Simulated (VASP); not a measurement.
Given:

```
CELL_PARAMETERS angstrom
      1.53981    -2.66704     0.00000
      1.53981     2.66704     0.00000
      0.00000     0.00000    10.08163
ATOMIC_POSITIONS crystal
  Si 0.00000 0.00000 0.00030
  Si 0.00000 0.00000 0.50030
  Si 0.66667 0.33333 0.75024
  Si 0.33333 0.66667 0.25024
  C  0.00000 0.00000 0.81284
  C  0.00000 0.00000 0.31284
  C  0.66667 0.33333 0.56224
  C  0.33333 0.66667 0.06224
```

All values below come from PBEsol GGA, VASP's PBE PAW potentials (set 64) (plane waves; VASP 6.6.1). Numerical set-up: 520 eV cut-off, Gaussian smearing of 0.050 eV, potentials Si C.

Problem. Estimate the band gap (along the path) with the smallest direct gap where there is one.

Solution. 
band gap (along the path): 2.11 eV
smallest direct gap (along the path): 3.23 eV

Total energies compare only between runs with the same potentials, cut-off and functional.

The compound is SiC in the 4h structure. It was relaxed first.
